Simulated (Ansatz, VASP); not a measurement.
# Ni (Nickel): VASP beside Ansatz

Aim: how closely do two programs agree when they are given the same cell, functional and k mesh? The cell is taken from a series of VASP runs on this material, whose earlier steps may have relaxed, scaled or displaced it; both programs get it as it stands.

Method: plane waves, with VASP 6.6.1 beside it; band structure at LDA and single point at LDA, in Ansatz 0.2.0.

## (1) Starting point

Symmetry: Fm-3m, No. 225, cubic system. The conventional cell has a = 3.423 Å, b = 3.423 Å, c = 3.423 Å, α = 90.00°, β = 90.00°, γ = 90.00°. Nearest to Ni lie 12 Ni at 2.42 Å.

## (2) Ansatz: band structure, LDA

Ansatz runs on its default PAW (the set named soft_2) files.

A single point gives forces, pressure and levels at one fixed geometry, so differences don't come from the geometry; what else differs is listed under the comparison.

Input file input.yaml:

```yaml
crystal:
  lattice:
    - [0.0, 1.7113975412, 1.7113975412]
    - [1.7113975412, 0.0, 1.7113975412]
    - [1.7113975412, 1.7113975412, 0.0]
  atoms:
    - { symbol: Ni, position: [0.0, 0.0, 0.0], spin: 0.657 }
hamiltonian:
  xc: lda
  pseudopotentials: { kind: paw }
magnetization:
  spin_polarized: true
kpoints:
  mp_grid: { grid: [10, 10, 10] }
  band_path:
    path:
      - [0.0, 0.0, 0.0]
      - [0.16667, 0.0, 0.16667]
      - [0.33333, 0.0, 0.33333]
      - [0.5, 0.0, 0.5]
      - [0.5, 0.08333, 0.58333]
      - [0.5, 0.18333, 0.68333]
      - [0.5, 0.25, 0.75]
      - [0.45, 0.3, 0.75]
      - [0.40833, 0.34167, 0.75]
      - [0.35, 0.35, 0.7]
      - [0.225, 0.225, 0.45]
      - [0.075, 0.075, 0.15]
      - [0.03333, 0.03333, 0.03333]
      - [0.23333, 0.23333, 0.23333]
      - [0.4, 0.4, 0.4]
      - [0.51667, 0.46667, 0.51667]
      - [0.55833, 0.38333, 0.55833]
      - [0.60833, 0.28333, 0.60833]
      - [0.60833, 0.25, 0.64167]
      - [0.55833, 0.25, 0.69167]
      - [0.51667, 0.25, 0.73333]
      - [0.5, 0.3, 0.7]
      - [0.5, 0.38333, 0.61667]
      - [0.5, 0.48333, 0.51667]
      - [0.475, 0.475, 0.55]
      - [0.425, 0.425, 0.65]
      - [0.38333, 0.38333, 0.73333]
      - [0.59167, 0.18333, 0.59167]
      - [0.55, 0.1, 0.55]
      - [0.5, 0.0, 0.5]
    npoints: 1
scf:
  occupations: { method: methfessel_paxton, width: 0.2 }
  n_extra_bands: 8
output:
  forces: true
  stress: true
  eigenvalues: true
  write_density: true
  write_potential: true
  elf: true
  volumetric_format: npy
```

Launch:

```sh
$ ansatz run input.yaml --threads 2 --pin off --max-ram 4608MiB --backend cpu --events-out ev --progress --plain --runs-dir out
```

Numbers of over 12 decimals in the logs are rounded to 6 here.

What it wrote:

```text
scf.n_extra_bands = 8 over 9 filled bands (N_el = 18.0): the run solves 17 bands
Engine: ansatz 0.2.0, aarch64-unknown-linux-gnu
Pseudopotentials: kind: paw
Pseudopotential: Ni, paw, valence charge 18, recommended cutoff 420 eV (normal), Ni.paw.azcp
Functional definition: SPW92
  exchange = slater_x
  correlation = pw_c
Crystal: 1 atoms, lattice volume = 10.025 Å³
Basis set: ecut = 420 eV, 181 PW (Γ)
Bands: 17, of which v1, the nominal top of the filled ones, is band 9 counted from 1 (8 counted from 0)
Symmetry: 48 space group operations
Space group: Fm-3m (ITA 225), of the structure as read, at distance tolerance 2.2e-5 Å
Magnetic group: BNS 225.116 (UNI 1618), of the structure as read, at distance tolerance 2.2e-5 Å
k-points: 47 of 1000
Non-local potential: Ni, projectors of the file, l = 0: 3, l = 1: 2, l = 2: 3, l = 3: 1
PAW form: soft (Blöchl's): semilocal exchange-correlation on the pseudo side does not see the compensation charge
PAW frozen core: Ni, regenerated for the run's functional, and the local potential with it (the file was generated under x = pbe(κ = 0.804, μ = 0.219515), c = pbe(β = 0.066725))
PAW one-centre angular grid: Ni, 590 points (default); XC on 64 Gauss nodes
Initial density: superposition of atomic densities (chi_scale 0.1, normalization cell)
Starting moments: Σ|m| = 0.657 μB on 1 of 1 site
Initial wavefunctions: pseudopotential atomic-orbital guess
Functional: x = slater, c = lda
SCF iter   1: F=—  HF=-5772.740453 eV  |F-HF|=—  |Δ(HF+E_count)|=         —  Δρ=1.24e-1 (↑3.72e-2 ↓1.24e-1)  dr2=1.46e0  dr2_m=1.83e-1  M=0.792 μB ∫|m|=0.839 μB  β_m=0.30  ethr=3.10e-3  ⟨swp⟩=5.1  Hψ=7804  notcnv=0  defer=37
Mixer restart at iter 1: flushing history
preconditioner: auto → none  [metal: Δε(μ)=0.019 eV  Ē_g=24.285 eV  σ=0.200 eV  W_gap=0.05  n_scr=0 (ndim 8)  ℏωp=37.1 eV  f_vac=0.000  D(μ)=1.40/eV (n_scr^D=14)]
SCF iter   2: F=—  HF=-5772.386989 eV  |F-HF|=—  |Δ(HF+E_count)|=   3.53e-1  Δρ=7.80e-2 (↑7.80e-2 ↓3.34e-2)  dr2=5.99e-1  dr2_m=5.06e-2  M=0.742 μB ∫|m|=0.782 μB  β_m=0.25  ethr=3.10e-3  ⟨swp⟩=2.9  Hψ=3529  notcnv=0  defer=251
SCF iter   3: F=—  HF=-5772.580272 eV  |F-HF|=—  |Δ(HF+E_count)|=   1.93e-1  Δρ=3.31e-2 (↑3.31e-2 ↓1.34e-2)  dr2=2.65e-2  dr2_m=4.24e-2  M=0.746 μB ∫|m|=0.793 μB  β_m=0.61  ethr=3.10e-3  ⟨swp⟩=2.1  Hψ=2446  notcnv=0  defer=245
SCF iter   4: F=—  HF=-5773.315021 eV  |F-HF|=—  |Δ(HF+E_count)|=   7.35e-1  Δρ=1.83e-2 (↑1.23e-2 ↓1.83e-2)  dr2=5.43e-2  dr2_m=1.05e-3  M=0.698 μB ∫|m|=0.749 μB  β_m=0.81  ethr=1.47e-4  ⟨swp⟩=2.2  Hψ=3175  notcnv=0  defer=174
SCF iter   5: F=—  HF=-5773.389910 eV  |F-HF|=—  |Δ(HF+E_count)|=   7.49e-2  Δρ=1.78e-2 (↑9.12e-3 ↓1.78e-2)  dr2=4.07e-2  dr2_m=2.03e-3  M=0.667 μB ∫|m|=0.719 μB  β_m=0.90  ethr=1.47e-4  ⟨swp⟩=1.0  Hψ=1886  notcnv=0  defer=135
SCF iter   6: F=—  HF=-5773.391651 eV  |F-HF|=—  |Δ(HF+E_count)|=   1.74e-3  Δρ=3.56e-3 (↑3.56e-3 ↓7.43e-4)  dr2=1.01e-3  dr2_m=2.07e-4  M=0.664 μB ∫|m|=0.716 μB  β_m=0.79  ethr=1.47e-4  ⟨swp⟩=1.9  Hψ=1839  notcnv=0  defer=85
SCF iter   7: F=—  HF=-5773.392029 eV  |F-HF|=—  |Δ(HF+E_count)|=   3.78e-4  Δρ=9.27e-4 (↑5.40e-4 ↓9.27e-4)  dr2=9.26e-6  dr2_m=4.90e-5  M=0.661 μB ∫|m|=0.714 μB  β_m=0.90  ethr=5.62e-6  ⟨swp⟩=1.9  Hψ=2029  notcnv=0  defer=88
SCF iter   8: F=—  HF=-5773.392069 eV  |F-HF|=—  |Δ(HF+E_count)|=   3.94e-5  Δρ=1.60e-4 (↑3.26e-5 ↓1.60e-4)  dr2=1.99e-6  dr2_m=4.09e-7  M=0.662 μB ∫|m|=0.715 μB  β_m=0.95  ethr=5.14e-8  ⟨swp⟩=2.1  Hψ=2092  notcnv=0  defer=88
SCF iter   9: F=—  HF=-5773.375525 eV  |F-HF|=—  |Δ(HF+E_count)|=         —  Δρ=3.76e-3 (↑3.14e-3 ↓3.76e-3)  dr2=3.04e-5  dr2_m=1.05e-3  M=0.683 μB ∫|m|=0.734 μB  β_m=0.95  ethr=1.11e-8  ⟨swp⟩=2.1  Hψ=1907  notcnv=0  defer=88
Mixer restart at iter 9: flushing history
iteration 9: the input's own smearing fills from here on; a Gaussian of 0.2 eV has filled iterations ahead of it
SCF iter  10: F=—  HF=-5773.375687 eV  |F-HF|=—  |Δ(HF+E_count)|=   1.62e-4  S|Δr|=    0.00e0  Δρ=1.79e-3 (↑1.79e-3 ↓9.98e-4)  dr2=3.54e-5  dr2_m=1.77e-4  M=0.689 μB ∫|m|=0.741 μB  β_m=0.97  ethr=1.11e-8  ⟨swp⟩=2.6  Hψ=2376  notcnv=0  defer=88
SCF iter  11: F=—  HF=-5773.376051 eV  |F-HF|=—  |Δ(HF+E_count)|=   3.64e-4  S|Δr|=    0.00e0  Δρ=3.43e-3 (↑1.94e-3 ↓3.43e-3)  dr2=1.51e-3  dr2_m=5.64e-5  M=0.697 μB ∫|m|=0.750 μB  β_m=0.62  ethr=1.11e-8  ⟨swp⟩=3.1  Hψ=3040  notcnv=0  defer=88  recentre
SCF iter  12: F=—  HF=-5773.375713 eV  |F-HF|=—  |Δ(HF+E_count)|=   3.38e-4  S|Δr|=    0.00e0  Δρ=2.23e-4 (↑1.28e-4 ↓2.23e-4)  dr2=1.88e-6  dr2_m=1.05e-6  M=0.694 μB ∫|m|=0.747 μB  β_m=0.77  ethr=1.11e-8  ⟨swp⟩=3.1  Hψ=3030  notcnv=0  defer=88
SCF iter  13: F=—  HF=-5773.375713 eV  |F-HF|=—  |Δ(HF+E_count)|=   4.13e-8  S|Δr|=    0.00e0  Δρ=2.69e-5 (↑2.69e-5 ↓1.33e-5)  dr2=1.02e-8  dr2_m=3.71e-8  M=0.694 μB ∫|m|=0.747 μB  β_m=0.89  ethr=5.56e-10  ⟨swp⟩=9.5  Hψ=10434  notcnv=0
SCF iter  14: F=-5773.375713 eV  HF=-5773.375713 eV  |F-HF|=4.33e-10  |Δ(HF+E_count)|=   1.07e-8  S|Δr|=    0.00e0  Δρ=2.85e-6 (↑2.08e-6 ↓2.85e-6)  dr2=6.69e-10  dr2_m=2.66e-10  M=0.694 μB ∫|m|=0.747 μB  ethr=5.65e-11  ⟨swp⟩=5.9  Hψ=6041  notcnv=0
SCF 1 converged in 14 iterations: F = -5773.375713 eV  dr2 = 6.69e-10
  greatest PAW one-centre occupation: 1.002 electrons in one spin orbital (limit 2), on the Ni atom at site 0 (counted from 0), in its partial waves of l = 1
this state was not tested for a lower state beside it, because cold or Methfessel-Paxton smearing, or corrected tetrahedra, fill the levels in a way that the test cannot read (fill_not_monotonic; see scf.lower_state_search)
NSCF: frozen V_eff on 30 k-points
SCF converged after 14 iterations
Magnetization: 0.6937 μB (9.3469 up, 8.6531 down)
Absolute magnetization: 0.7482 μB (∫|ρ↑−ρ↓|, with the PAW one-centre terms)
Spin contamination: 0.0041 ħ² per cell (⟨S²⟩ above its minimum at these occupations)
Per-site moments (μB) at R_I (Å): [(0.718222, 0.998366)]
Free energy (F): -5773.375713 eV
Harris-Foulkes:  -5773.375713 eV  (|F-HF|=4.33e-10)
Internal energy: -5773.373011 eV  (E = F + TS)
E sigma→0 (E₀):  -5773.375037 eV
Entropy (-TS):   -0.002701 eV (-2.701 meV/atom)
Fermi energy:    19.671343 eV
--- Per-component energies (eV) ---
  E_band       = -256.866091
  E_kinetic    = 284.437165
  E_local      = -3302.521078  (includes V_loc(G=0)·N_el)
  E_nonlocal   = 637.672808
  E_hartree    = 1378.815381
  E_xc         = -85.459129
  E_vxc        = -110.645526  (∫ρ·V_xc dr)
  E_paw        = -1562.025179  (= ΣΔE_a)
  E_vpaw       = -523.438979  (= ΣTr[D̂ρ^β])
  E_aug_tail   = 0.000694  (compensation charges beyond the density's cutoff)
  E_ewald      = -3124.727794
  E_core_change = 0.434120  (= ΣΔE_core)
  E_smearing   = -0.002701  (= −TS)
  E_closure    = -0.000000  (closes the sum)
  Σ components = -5773.375713   (vs F -5773.375713, Δ=0.00e0)
--- Forces (eV/Å), atoms counted from 1 ---
  atom   1  Ni    -0.00000000    -0.00000000    -0.00000000
  max |Σ_I F_I| component: 4.11e-33 eV/Å
--- Stress (GPa, compression-positive) ---
        0.859340      -0.000000       0.000000
        0.000000       0.859340      -0.000000
        0.000000      -0.000000       0.859340
  P = ⅓ Tr σ = 0.8593 GPa (8.593 kbar)
--- Band table (eV; the first three rows and the last of 94) ---
  k-point 0 ↑: bands = [... 5 lower, 16.9789, 16.9789, 16.9789, 18.2952, 18.2952, 43.8731, 48.3629, 48.3629, ... 4 higher]
  k-point 1 ↑: bands = [... 5 lower, 16.8672, 17.0727, 17.0727, 18.2580, 18.2580, 42.3528, 45.4743, 47.5873, ... 4 higher]
  k-point 2 ↑: bands = [... 5 lower, 16.6457, 17.2235, 17.2235, 18.2717, 18.2717, 37.4076, 44.5445, 46.5869, ... 4 higher]
  k-point 46 ↓: bands = [... 5 lower, 16.3760, 17.4195, 18.9865, 20.0932, 26.5331, 29.6756, 30.3369, 32.0198, ... 4 higher]
```

The job ended after 1.9 s (2 threads of Arm Neoverse V2, shared host; peak memory 0.26 GiB; 2.9 s of CPU time).

## (3) VASP: band structure, LDA

The same cell, functional (in two slightly different forms), mesh and smearing now go to VASP, with its own data sets and cutoff.

Lines of VASP's logs that name or quote its potential files are left out, and so is its time.

Input file INCAR:

```
SYSTEM = Ni
PREC = Accurate
ENCUT = 400
EDIFF = 1E-06
NELM = 100
ISMEAR = 1
SIGMA = 0.2
LREAL = .FALSE.
ALGO = Normal
GGA = CA
NBANDS = 16
ISPIN = 2
MAGMOM = 0.657
LMAXMIX = 4
LORBIT = 11
LWAVE = .FALSE.
LCHARG = .FALSE.
KPAR = 2
```

Input file POSCAR:

```
Ni
1.0
    0.0000000000      1.7113975412      1.7113975412
    1.7113975412      0.0000000000      1.7113975412
    1.7113975412      1.7113975412      0.0000000000
Ni
1
Direct
    0.0000000000      0.0000000000      0.0000000000
```

Input file KPOINTS:

```
Automatic mesh
0
Gamma
10 10 10
0 0 0
```

Input file KPOINTS_OPT:

```
Line mode
16
Line-mode
Reciprocal
  0.00000000   0.00000000   0.00000000 GAMMA
  0.50000000   0.00000000   0.50000000 X

  0.50000000   0.00000000   0.50000000 X
  0.50000000   0.25000000   0.75000000 W

  0.50000000   0.25000000   0.75000000 W
  0.37500000   0.37500000   0.75000000 K

  0.37500000   0.37500000   0.75000000 K
  0.00000000   0.00000000   0.00000000 GAMMA

  0.00000000   0.00000000   0.00000000 GAMMA
  0.50000000   0.50000000   0.50000000 L

  0.50000000   0.50000000   0.50000000 L
  0.62500000   0.25000000   0.62500000 U

  0.62500000   0.25000000   0.62500000 U
  0.50000000   0.25000000   0.75000000 W

  0.50000000   0.25000000   0.75000000 W
  0.50000000   0.50000000   0.50000000 L

  0.50000000   0.50000000   0.50000000 L
  0.37500000   0.37500000   0.75000000 K

  0.62500000   0.25000000   0.62500000 U
  0.50000000   0.00000000   0.50000000 X
```

The projector-augmented-wave data sets are Ni (LDA family, release 64).

Launch:

```sh
$ mpirun -np 2 vasp_std
```

What it wrote:

```text
[banner, memory and clock lines left out]
running    2 mpi-ranks, on    1 nodes
 distrk:  each k-point on    1 cores,    2 groups
 distr:  one band on    1 cores,    1 groups

 POSCAR found type information on POSCAR Ni
 POSCAR found :  1 types and       1 ions
 LDA part: xc-table for (Slater(with rela. corr.)+CA(PZ))
 , standard interpolation
 POSCAR, INCAR and KPOINTS ok, starting setup
 FFT: planning ... GRIDC
 FFT: planning ... GRID_SOFT
 FFT: planning ... GRID
 WAVECAR not read
 entering main loop
       N       E                     dE             d eps       ncg     rms          rms(c)
DAV:   1     0.253643838535E+02    0.25364E+02   -0.33707E+03  3272   0.673E+02
DAV:   2    -0.664842786749E+01   -0.32013E+02   -0.29569E+02  3544   0.136E+02
DAV:   3    -0.768957760120E+01   -0.10411E+01   -0.10300E+01  3656   0.244E+01
DAV:   4    -0.769365182428E+01   -0.40742E-02   -0.40739E-02  3840   0.143E+00
DAV:   5    -0.769367550480E+01   -0.23681E-04   -0.23681E-04  3688   0.101E-01    0.111E+01
DAV:   6    -0.688211582798E+01    0.81156E+00   -0.12602E+01  4152   0.381E+01    0.563E+00
DAV:   7    -0.660122574496E+01    0.28089E+00   -0.18796E+00  3824   0.137E+01    0.222E+00
DAV:   8    -0.658065461059E+01    0.20571E-01   -0.21315E-02  4288   0.909E-01    0.101E+00
DAV:   9    -0.657778800817E+01    0.28666E-02   -0.16695E-03  5064   0.228E-01    0.272E-01
DAV:  10    -0.657724732476E+01    0.54068E-03   -0.33707E-04  5072   0.929E-02    0.717E-02
DAV:  11    -0.657718029048E+01    0.67034E-04   -0.82008E-05  4656   0.641E-02    0.279E-02
DAV:  12    -0.657718196387E+01   -0.16734E-05   -0.15760E-06  2920   0.117E-02    0.125E-02
DAV:  13    -0.657718225779E+01   -0.29392E-06   -0.11681E-06  2520   0.866E-03
   1 F= -.65771823E+01 E0= -.65762040E+01  d E =-.293486E-02  mag=     0.6592
 Start KPOINTS_OPT (optional k-point list driver)
k-point batch [1-47\160]
       N       E                     dE             ncg
DAV:   1     0.548894330940E+04   -0.15623E+05     3144
DAV:   2     0.377144877537E+04   -0.17175E+04     3496
DAV:   3     0.371565152365E+04   -0.55797E+02     3880
DAV:   4     0.371545739266E+04   -0.19413E+00     3840
DAV:   5     0.371545629523E+04   -0.10974E-02     3944
DAV:   6     0.371545628763E+04   -0.75941E-05     3472
DAV:   7     0.371545628750E+04   -0.13727E-06     3192
[...]
k-point batch [142-160\160]
       N       E                     dE             ncg
DAV:   1     0.159371529186E+05   -0.80867E+04     1288
DAV:   2     0.152221600566E+05   -0.71499E+03     1480
DAV:   3     0.151991876378E+05   -0.22972E+02     1536
DAV:   4     0.151991111735E+05   -0.76464E-01     1536
DAV:   5     0.151991108102E+05   -0.36330E-03     1568
DAV:   6     0.151991108078E+05   -0.24785E-05     1392
DAV:   7     0.151991108077E+05   -0.47254E-07     1248
```

OUTCAR, selected parts (step 3):

```text
ion  position               nearest neighbor table
   1  0.000  0.000  0.000-

  LATTYP: Found a face centered cubic cell.
 ALAT       =     3.4227950824

 Subroutine GETGRP returns: Found 48 space group operations
 (whereof 48 operations were pure point group operations)

The static configuration has the point symmetry O_h .

 Found     47 irreducible k-points:

   k-points           NKPTS =     47   k-points in BZ     NKDIM =     47   number of bands    NBANDS=     16

   dimension x,y,z NGX =    16 NGY =   16 NGZ =   16
   dimension x,y,z NGXF=    32 NGYF=   32 NGZF=   32

   ENCUT  =  400.0 eV  29.40 Ry    5.42 a.u.   3.95  3.95  3.95*2*pi/ulx,y,z

   NELECT =      10.0000    total number of electrons

 k-points in reciprocal lattice and weights: Automatic mesh
   0.00000000  0.00000000  0.00000000       0.001
   0.10000000  0.00000000  0.00000000       0.008
   0.20000000  0.00000000  0.00000000       0.008
   0.30000000  0.00000000  0.00000000       0.008
   0.40000000  0.00000000  0.00000000       0.008
   0.50000000  0.00000000  0.00000000       0.004
   0.10000000  0.10000000  0.00000000       0.006
   0.20000000  0.10000000  0.00000000       0.024
   0.30000000  0.10000000  0.00000000       0.024
[...]
-0.30000000  0.40000000  0.20000000       0.024
  -0.30000000  0.50000000  0.20000000       0.012

 average (electrostatic) potential at core
       1 -80.9733

 E-fermi :  10.2600

 spin component 1
 k-point     1 :       0.0000    0.0000    0.0000
  band No.  band energies     occupation
    ...
      2       7.6435      1.00000
      3       7.6435      1.00000
      4       7.6435      1.00000
      5       8.9467      1.00000
      6       8.9467      1.00000
      7      34.7059      0.00000
      8      39.1151      0.00000
      9      39.1151      0.00000
     10      39.1151      0.00000
     11      42.3787      0.00000
    ...

 k-point     2 :       0.1000    0.0000    0.0000
  band No.  band energies     occupation
    ...
      2       7.5323      1.00000
      3       7.7364      1.00000
      4       7.7364      1.00000
      5       8.9096      1.00000
      6       8.9096      1.00000
      7      33.1741      0.00000
      8      36.2644      0.00000
      9      38.4153      0.00000
     10      38.4153      0.00000
     11      43.4393      0.00000
    ...

 k-point     3 :       0.2000    0.0000    0.0000
  band No.  band energies     occupation
    ...
      2       7.3134      1.00000
      3       7.8858      1.00000
      4       7.8858      1.00000
      5       8.9233      1.00000
      6       8.9233      1.00000
      7      28.1529      0.00000
      8      35.3742      0.00000
      9      37.4402      0.00000
     10      37.4402      0.00000
     11      43.4638      0.00000
    ...

 k-point     4 :       0.3000    0.0000    0.0000
  band No.  band energies     occupation
    ...
      2       7.3966      1.00000
      3       7.8425      1.00000
      4       7.8425      1.00000
      5       9.2032      1.00000
      6       9.2032      1.00000
      7      23.0583      0.00000
      8      34.4118      0.00000
      9      36.7519      0.00000
     10      36.7519      0.00000
     11      41.6227      0.00000
    ...

 k-point     5 :       0.4000    0.0000    0.0000
  band No.  band energies     occupation
    ...
      2       7.7017      1.00000
      3       7.7017      1.00000
      4       8.5856      1.00000
      5       9.5678      1.00001
      6       9.5678      1.00001
      7      18.7197      0.00000
      8      33.5309      0.00000
      9      36.3693      0.00000
     10      36.3693      0.00000
     11      39.8612      0.00000
    ...

 k-point     6 :       0.5000    0.0000    0.0000
  band No.  band energies     occupation
    ...
      2       7.6373      1.00000
      3       7.6373      1.00000
      4       9.7255      1.00052
      5       9.7255      1.00052
      6       9.8311      1.00487
      7      16.5507      0.00000
      8      33.1898      0.00000
      9      36.2485      0.00000
     10      36.2485      0.00000
     11      39.2213      0.00000
    ...

  Total       -0.0060754     -0.0060754     -0.0060754      0.0000000      0.0000000      0.0000000
  in kB       -0.9709666     -0.9709666     -0.9709666      0.0000000      0.0000000      0.0000000
  external PRESSURE =      -0.9709666 kB  Pullay stress =       0.0000000 kB

  energy-cutoff  :      400.00
  volume of cell :       10.02
      direct lattice vectors                 reciprocal lattice vectors
     0.000000000  1.711397541  1.711397541    -0.292158887  0.292158887  0.292158887
     1.711397541  0.000000000  1.711397541     0.292158887 -0.292158887  0.292158887
     1.711397541  1.711397541  0.000000000     0.292158887  0.292158887 -0.292158887

 POSITION                                       TOTAL-FORCE (eV/Angst)
 -----------------------------------------------------------------------------------
      0.00000      0.00000      0.00000         0.000000      0.000000     -0.000000
 -----------------------------------------------------------------------------------
    total drift:                                0.000000      0.000000      0.000000

  FREE ENERGIE OF THE ION-ELECTRON SYSTEM (eV)
  ---------------------------------------------------
  free  energy   TOTEN  =        -6.5771822578 eV

  energy  without entropy=       -6.5742473930  energy(sigma->0) =       -6.57620397

 total charge
# of ion       s       p       d       tot
------------------------------------------
    1        0.537   0.575   8.362   9.474

 magnetization (x)
# of ion       s       p       d       tot
------------------------------------------
    1       -0.003  -0.017   0.678   0.658

[... 6 further parts left out ...]
```

The run ends at a pressure of -0.10 GPa.

(Continued in part 2 of 2.)

[Lines on the potential files, build, host, timing and source positions are cut from VASP's logs without a mark.]

[Logs are printed without paths, hosts, clocks, repeated set-up lines and the standing remarks that a program may print on its own settings, such as how far it seeks lower states.]

[Hosts, paths, dates, database ids (printed as entryN), source tags and the programs' standing remarks are cut or masked in the printed files.]
